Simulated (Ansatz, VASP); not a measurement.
# Cross-check of FeIBr (1T-FeBrI monolayer) between VASP and Ansatz, part 2 of 2

Aim: how closely do two programs agree when they are given the same cell, functional and k mesh? Of the first pair: The structure shown is the start of the Ansatz relaxation below; VASP solves that cell, so the two are compared at the walk's first step.

VASP 6.6.1 and Ansatz 0.2.0.

So far: The structure; Ansatz: relaxation, PBE with D3(BJ).

## (3) VASP: single point, PBE with D3(BJ), start cell, pair 1

Level of this step: PBE with D3(BJ), spin-polarised from a ferromagnetic start; plane waves and PAW (I, Fe, Br) (VASP).

The same cell, functional, mesh and smearing now go to VASP, with its own data sets.

Lines of VASP's logs that name or quote its potential files are left out, and so is its time.

File INCAR:

```
SYSTEM = FeIBr
PREC = Accurate
ENCUT = 520
EDIFF = 1E-06
NELM = 200
ISMEAR = -1
SIGMA = 0.05
LREAL = .FALSE.
ALGO = Normal
GGA = PE
IVDW = 12
NBANDS = 21
ISPIN = 2
MAGMOM = 0.18 3.43 0.14
LASPH = .TRUE.
LMAXMIX = 4
LORBIT = 11
LWAVE = .FALSE.
LCHARG = .FALSE.
ISIF = 2
LDIPOL = .TRUE.
IDIPOL = 3
DIPOL = 0.5 0.5 0.501
LVHAR = .TRUE.
GGA_COMPAT = .FALSE.
NELMDL = -8
KPAR = 2
```

File POSCAR:

```
FeIBr
1.0
    3.5759140000      0.0000000000      0.0000000000
   -1.7879570000      3.0968320000      0.0000000000
    0.0000000000      0.0000000000     37.0467910000
I Fe Br
1 1 1
Direct
    0.6666666128      0.3333332257      0.4588791510
    0.0000000000      0.0000000000      0.5043243826
    0.3333333872      0.6666667743      0.5411208490
```

File KPOINTS:

```
Automatic mesh
0
Gamma
12 12 1
0 0 0
```

PAW data sets: I, Fe and Br (PBE family, release 64).

Command:

```
$ mpirun -np 2 vasp_std
```

Numbers of over 12 decimals in the logs are rounded to 6 here.

Output:

```text
[banner, memory and clock lines left out]
running    2 mpi-ranks, on    1 nodes
 distrk:  each k-point on    1 cores,    2 groups
 distr:  one band on    1 cores,    1 groups

 POSCAR found type information on POSCAR I FeBr
 POSCAR found :  3 types and       3 ions
 LDA part: xc-table for (Slater+PW92), standard interpolation
 POSCAR, INCAR and KPOINTS ok, starting setup
 FFT: planning ... GRIDC
 FFT: planning ... GRID_SOFT
 FFT: planning ... GRID
 WAVECAR not read
 entering main loop
       N       E                     dE             d eps       ncg     rms          rms(c)
DAV:   1     0.177085040528E+03    0.17709E+03   -0.62368E+03  1612   0.700E+02
DAV:   2     0.139416317330E+02   -0.16314E+03   -0.14822E+03  2143   0.165E+02
DAV:   3    -0.113999800214E+02   -0.25342E+02   -0.24420E+02  2205   0.696E+01
DAV:   4    -0.124663100030E+02   -0.10663E+01   -0.10611E+01  2079   0.189E+01
DAV:   5    -0.124969423178E+02   -0.30632E-01   -0.30623E-01  2348   0.310E+00
DAV:   6    -0.124975858188E+02   -0.64350E-03   -0.64347E-03  2210   0.409E-01
DAV:   7    -0.124976065857E+02   -0.20767E-04   -0.20766E-04  2502   0.650E-02
DAV:   8    -0.124976068429E+02   -0.25719E-06   -0.25710E-06  2027   0.547E-03    0.147E+01
DAV:   9    -0.129446333421E+02   -0.44703E+00   -0.13315E+01  2123   0.536E+01    0.202E+01
DAV:  10    -0.117558849999E+02    0.11887E+01   -0.79515E+00  2242   0.473E+01    0.806E+00
DAV:  11    -0.117416192711E+02    0.14266E-01   -0.58032E-01  2090   0.681E+00    0.344E+00
DAV:  12    -0.116951462484E+02    0.46473E-01   -0.36052E-01  2136   0.109E+01    0.196E+00
DAV:  13    -0.117126097786E+02   -0.17464E-01   -0.83212E-02  2041   0.261E+00    0.128E+00
DAV:  14    -0.116963055929E+02    0.16304E-01   -0.26798E-02  2205   0.280E+00    0.420E-01
[...]
DAV:  30    -0.117143025839E+02   -0.37822E-03   -0.73033E-07  1821   0.408E-03    0.349E-03
DAV:  31    -0.117145024385E+02   -0.19985E-03   -0.27190E-07  1703   0.289E-03    0.167E-03
DAV:  32    -0.117146391075E+02   -0.13667E-03   -0.17805E-07  1629   0.224E-03    0.697E-04
DAV:  33    -0.117146666162E+02   -0.27509E-04   -0.46980E-08  1658   0.166E-03    0.409E-04
DAV:  34    -0.117146759402E+02   -0.93240E-05   -0.27403E-08  1678   0.782E-04    0.398E-04
DAV:  35    -0.117146802907E+02   -0.43505E-05   -0.17546E-08  1638   0.948E-04    0.199E-04
DAV:  36    -0.117146825360E+02   -0.22453E-05   -0.11630E-08  1707   0.397E-04    0.149E-04
DAV:  37    -0.117146835035E+02   -0.96751E-06   -0.55557E-09  1749   0.335E-04
   1 F= -.12439892E+02 E0= -.12430523E+02  d E =-.187382E-01  mag=     3.8567
```

Parts of OUTCAR (step 3):

```text
ion  position               nearest neighbor table
   1  0.667  0.333  0.459-   2 2.66   2 2.66   2 2.66
   2  0.000  0.000  0.504-   3 2.47   3 2.47   3 2.47   1 2.66   1 2.66   1 2.66
   3  0.333  0.667  0.541-   2 2.47   2 2.47   2 2.47

  LATTYP: Found a hexagonal cell.
 ALAT       =     3.5759140000
 C/A-ratio  =    10.3600900357

 Subroutine GETGRP returns: Found  6 space group operations
 (whereof  6 operations were pure point group operations)

The static configuration has the point symmetry C_3v.

 Found     19 irreducible k-points:

   k-points           NKPTS =     19   k-points in BZ     NKDIM =     19   number of bands    NBANDS=     21

   dimension x,y,z NGX =    28 NGY =   28 NGZ =  280
   dimension x,y,z NGXF=    56 NGYF=   56 NGZF=  560

   ENCUT  =  520.0 eV  38.22 Ry    6.18 a.u.   6.65  6.65 68.88*2*pi/ulx,y,z

   NELECT =      22.0000    total number of electrons

 k-points in reciprocal lattice and weights: Automatic mesh
   0.00000000  0.00000000  0.00000000       0.007
   0.08333333  0.00000000  0.00000000       0.042
   0.16666667 -0.00000000  0.00000000       0.042
   0.25000000  0.00000000  0.00000000       0.042
   0.33333333  0.00000000  0.00000000       0.042
   0.41666667 -0.00000000  0.00000000       0.042
   0.50000000  0.00000000  0.00000000       0.021
   0.08333333  0.08333333  0.00000000       0.042
   0.16666667  0.08333333  0.00000000       0.083
[...]
0.33333333  0.25000000  0.00000000       0.083
   0.33333333  0.33333333  0.00000000       0.014

 dipolmoment           0.000000      0.000000      0.020563 electrons x Angstroem

 average (electrostatic) potential at core
       1 -99.4204       2 -52.8572       3 -69.4312

 E-fermi :  -2.9218

 spin component 1
 k-point     1 :       0.0000    0.0000    0.0000
  band No.  band energies     occupation
    ...
      7      -5.9765      1.00000
      8      -5.9765      1.00000
      9      -5.5592      1.00000
     10      -4.4270      1.00000
     11      -4.4270      1.00000
     12      -2.6862      0.00892
     13      -2.6862      0.00892
     14       0.2565      0.00000
     15       1.1948      0.00000
     16       1.6175      0.00000
    ...

 k-point     2 :       0.0833    0.0000    0.0000
  band No.  band energies     occupation
    ...
      8      -6.0245      1.00000
      9      -5.6127      1.00000
     10      -4.6328      1.00000
     11      -4.4579      1.00000
     12      -3.1351      0.98618
     13      -2.7770      0.05240
     14       0.4950      0.00000
     15       1.3337      0.00000
     16       1.7399      0.00000
     17       1.8914      0.00000
    ...

 k-point     3 :       0.1667   -0.0000    0.0000
  band No.  band energies     occupation
    ...
      9      -5.6515      1.00000
     10      -4.9091      1.00000
     11      -4.5806      1.00000
     12      -3.9315      1.00000
     13      -2.9687      0.71889
     14       0.9838      0.00000
     15       1.6374      0.00000
     16       2.0655      0.00000
     17       2.2512      0.00000
     18       2.4037      0.00000
    ...

 k-point     4 :       0.2500    0.0000    0.0000
  band No.  band energies     occupation
    ...
      9      -5.7792      1.00000
     10      -5.1896      1.00000
     11      -4.8283      1.00000
     12      -4.1873      1.00000
     13      -3.1294      0.98453
     14       1.4528      0.00000
     15       1.5537      0.00000
     16       2.1891      0.00000
     17       2.6059      0.00000
     18       2.8677      0.00000
    ...

 k-point     5 :       0.3333    0.0000    0.0000
  band No.  band energies     occupation
    ...
      9      -5.9809      1.00000
     10      -5.3399      1.00000
     11      -5.1605      1.00000
     12      -3.9535      1.00000
     13      -3.2172      0.99729
     14       0.7425      0.00000
     15       1.9080      0.00000
     16       2.3715      0.00000
     17       3.0267      0.00000
     18       3.3301      0.00000
    ...

 k-point     6 :       0.4167   -0.0000    0.0000
  band No.  band energies     occupation
    ...
      9      -6.0427      1.00000
     10      -5.4974      1.00000
     11      -5.4614      1.00000
     12      -3.7000      1.00000
     13      -3.2554      0.99874
     14       0.2179      0.00000
     15       1.7476      0.00000
     16       2.5300      0.00000
     17       3.1294      0.00000
     18       3.7643      0.00000
    ...

 Edisp (eV)   -0.72521

  Total       4.49165     4.49165     3.32869     0.00000     0.00000     0.00000
  in kB      17.54128    17.54128    12.99955     0.00000     0.00000     0.00000
  external pressure =       16.03 kB  Pullay stress =        0.00 kB

  energy-cutoff  :      520.00
  volume of cell :      410.26
      direct lattice vectors                 reciprocal lattice vectors
     3.575914000  0.000000000  0.000000000     0.279648783  0.161455320  0.000000000
    -1.787957000  3.096832000  0.000000000     0.000000000  0.322910639  0.000000000
     0.000000000  0.000000000 37.046791000     0.000000000  0.000000000  0.026992891

 POSITION                                       TOTAL-FORCE (eV/Angst)
 -----------------------------------------------------------------------------------
      1.78796      1.03228     17.00000         0.000000      0.000000     -0.964012
      0.00000      0.00000     18.68360        -0.000000      0.000000     -0.289299
      0.00000      2.06455     20.04679         0.000000     -0.000000      1.253311
 -----------------------------------------------------------------------------------
    total drift:                               -0.000000     -0.000038     -0.000302

  FREE ENERGIE OF THE ION-ELECTRON SYSTEM (eV)
  ---------------------------------------------------
  free  energy   TOTEN  =       -12.4398923186 eV

  energy  without entropy=      -12.4211541065  energy(sigma->0) =      -12.43052321

 vacuum level on the upper side and lower side of the slab         1.884         1.548

 total charge
# of ion       s       p       d       tot
------------------------------------------
    1        1.520   2.794   0.051   4.365
    2        0.331   0.390   6.185   6.906
    3        1.615   3.266   0.044   4.926
--------------------------------------------------
tot          3.467   6.450   6.280  16.197

 magnetization (x)
# of ion       s       p       d       tot
------------------------------------------
    1        0.015   0.172   0.003   0.190
    2        0.022   0.022   3.222   3.267
    3        0.014   0.150   0.003   0.167
--------------------------------------------------
tot          0.051   0.344   3.229   3.624

[... 6 further parts left out ...]
```

The cell holds one magnetic atom, so no antiferromagnetic order fits into it.

## (4) Differences

Known differences besides the potentials themselves: VASP starts from the moments at which Ansatz ended; Ansatz cuts the interaction across the vacuum, VASP repeats the sheet with a dipole correction; the data sets hold 40 valence electrons in Ansatz (on its PAW soft_1 files) and 22 in VASP; the cutoff is 420 eV in Ansatz and 520 eV in VASP. Total energies have different zeros and are not compared.

Forces (eV/Å; atoms numbered as in POSCAR):

```csv
atom,"Ansatz x, y, z","VASP x, y, z"
I1,"0.000, 0.000, -0.965","0.000, 0.000, -0.964"
Fe2,"0.000, 0.000, -0.289","0.000, 0.000, -0.289"
Br3,"0.000, 0.000, 1.254","0.000, 0.000, 1.253"
```

The forces differ by 0.6 meV/Å r.m.s., which is 0.1 % of the r.m.s. force of 0.536 eV/Å (both taken over all components). Moments aren't recorded for both runs of this pair, so they may hold unlike magnetic states. With vacuum in the cell, a pressure given here is an average over mostly empty space and none of the material.

## (5) Ansatz: relaxation, PBE with D3(BJ)

This run makes the geometry at which the two programs are then compared.

The structure compared here is the end of the Ansatz relaxation.

File input.yaml:

```yaml
crystal:
  lattice:
    - [3.575914, 0.0, 0.0]
    - [-1.787957, 3.0968323657, 0.0]
    - [0.0, 0.0, 37.0467907673]
  atoms:
    - { symbol: I, position: [0.6666666667, 0.3333333333, 0.4588791538] }
    - { symbol: Fe, position: [0.0, 0.0, 0.5043243863], spin: 4.0 }
    - { symbol: Br, position: [0.3333333333, 0.6666666667, 0.5411208462] }
  periodic: [true, true, false]
magnetization:
  spin_polarized: true
kpoints:
  mp_grid: { grid: [12, 12, 1] }
hamiltonian:
  xc: pbe
  dispersion: d3bj
  pseudopotentials: { kind: paw, azcp: { folder: soft_1 } }
scf:
  occupations: { method: fermi_dirac, width: 0.05 }
  convergence: { dr2_threshold: 1.0e-09 }
relax:
  f_tol: 0.004
  max_steps: 90
  cell: {}
output:
  write_potential: true
  write_density: true
  volumetric_format: npy
```

Command:

```
$ ansatz run input.yaml --threads 2 --pin off --max-ram 3072MiB --backend cpu --events-out ev --progress --plain --runs-dir out
```

Output:

```text
[...]
Crystal: 3 atoms, lattice volume = 410.256 Å³
Basis set: ecut = 420 eV, 7893 PW (Γ), exchange–correlation on 48×48×500 points (8 copies of the dense FFT grid, shifted against one another)
Bands: 27, of which v1, the nominal top of the filled ones, is band 20 counted from 1 (19 counted from 0)
[...]
--- Relaxed structure (9 steps of the walk, 8 accepted, 1 SCFs on fresh bases) ---
[...]
cell:  # Å, volume = 469.7283 Å³
    - [3.826333, 0, 0]
    - [-1.913166, 3.313701, 0]
    - [0, 0, 37.0467907673]
  atoms:
    - { symbol: I, position: [0.666667, 0.333333, 0.458127] }
    - { symbol: Fe, position: [0, 0, 0.503703] }
    - { symbol: Br, position: [0.333333, 0.666667, 0.542494] }
[key lines of the parts left out:]
SCF converged after 10 iterations
Magnetization: 3.9999 μB (21.9999 up, 18.0001 down)
Free energy (F): -14778.167605 eV
Fermi energy:    -4.988976 eV
P = ½ c Tr σ = 0.0328 N/m
```

## (6) VASP: single point, PBE with D3(BJ), relaxed cell, pair 2

The same cell, functional, mesh and smearing now go to VASP, with its own data sets.

INCAR is that of step 3.

File POSCAR:

```
FeIBr
1.0
    3.8263327707      0.0000000000      0.0000000000
   -1.9131663854      3.3137013828      0.0000000000
    0.0000000000      0.0000000000     37.0467907673
I Fe Br
1 1 1
Direct
    0.6666666667      0.3333333333      0.4581271517
    0.0000000000      0.0000000000      0.5037030090
    0.3333333333      0.6666666667      0.5424942256
```

KPOINTS is that of step 3.

Command:

```
$ mpirun -np 2 vasp_std
```

Output:

```text
[... set-up lines as in an earlier step ...]
 entering main loop
       N       E                     dE             d eps       ncg     rms          rms(c)
DAV:   1     0.168512599283E+03    0.16851E+03   -0.59684E+03  1596   0.687E+02
DAV:   2     0.130730935505E+02   -0.15544E+03   -0.14331E+03  2228   0.159E+02
DAV:   3    -0.120260470139E+02   -0.25099E+02   -0.24148E+02  2163   0.676E+01
DAV:   4    -0.131117697269E+02   -0.10857E+01   -0.10831E+01  2133   0.191E+01
[...]
DAV:  36    -0.121547309679E+02   -0.18172E-05   -0.68187E-09  1758   0.493E-04    0.154E-04
DAV:  37    -0.121547321132E+02   -0.11453E-05   -0.41763E-09  1713   0.262E-04    0.125E-04
DAV:  38    -0.121547327234E+02   -0.61028E-06   -0.35567E-10  1770   0.213E-04
   1 F= -.12901964E+02 E0= -.12890854E+02  d E =-.222195E-01  mag=     3.9998
```

From OUTCAR (step 6):

```text
 Edisp (eV)   -0.74723

  Total       0.00644     0.00644    -0.01262    -0.00000     0.00000     0.00000
  in kB       0.02195     0.02195    -0.04303    -0.00000     0.00000     0.00000
  external pressure =        0.00 kB  Pullay stress =        0.00 kB

 POSITION                                       TOTAL-FORCE (eV/Angst)
 -----------------------------------------------------------------------------------
      1.91317      1.10457     16.97214        -0.000000      0.000000      0.001543
      0.00000      0.00000     18.66058         0.000000     -0.000000      0.003679
     -0.00000      2.20913     20.09767         0.000000      0.000000     -0.005222
 -----------------------------------------------------------------------------------
    total drift:                               -0.000000      0.000000     -0.000212

  FREE ENERGIE OF THE ION-ELECTRON SYSTEM (eV)
  ---------------------------------------------------
  free  energy   TOTEN  =       -12.9019640328 eV

  energy  without entropy=      -12.8797445605  energy(sigma->0) =      -12.89085430

 magnetization (x)
# of ion       s       p       d       tot
------------------------------------------
    1        0.012   0.180   0.001   0.193
    2        0.022   0.019   3.382   3.424
    3        0.011   0.136   0.002   0.149
--------------------------------------------------
tot          0.046   0.335   3.385   3.765

[... 1 part as in an earlier step ...]

[... 2 further parts left out ...]
[key lines of the parts left out:]
E-fermi :  -3.5076
```

## (7) Comparison

What differs besides the data sets and the points named for the pairs above, as far as they apply: the data sets hold 40 valence electrons in Ansatz (on its PAW soft_1 files) and 22 in VASP; site moments are counted in spheres of each program's own size. Total energies have different zeros and are not compared.

The two programs side by side:

```csv
quantity,Ansatz,VASP,difference
total moment (μB),4.00,4.00,0.00
moment on Fe2 (μB),3.43,3.42,0.00
moment on I1 (μB),0.18,0.19,-0.01
moment on Br3 (μB),0.14,0.15,-0.01
```

At this near-relaxed geometry the largest component of a force difference is 4 meV/Å. With vacuum in the cell, a pressure given here is an average over mostly empty space and none of the material.

## (8) Outcome

- r.m.s. force difference (single point, PBE with D3(BJ), start cell, pair 1): 0.10 % of the r.m.s. force
- difference in total moment (single point, PBE with D3(BJ), relaxed cell, pair 2): 8.0e-5 μB

What this shows: The r.m.s. force difference is 0.10 % of the r.m.s. force (single point, PBE with D3(BJ), start cell, pair 1), within the 3 % picked in this series as the mark of a large difference. The data sets hold unlike numbers of valence electrons (40 in Ansatz and 22 in VASP), so part of the differences comes from the potentials. Such differences can come from data sets, numerical settings and the points named under the comparisons, not from the functional's error against experiment.

[Lines on the potential files, build, host, timing and source positions are cut from VASP's logs without a mark.]

[Logs are printed without paths, hosts, clocks, repeated set-up lines and the standing remarks that a program may print on its own settings, such as how far it seeks lower states.]

[Hosts, paths, dates, database ids (printed as entryN), source tags and the programs' standing remarks are cut or masked in the printed files.]
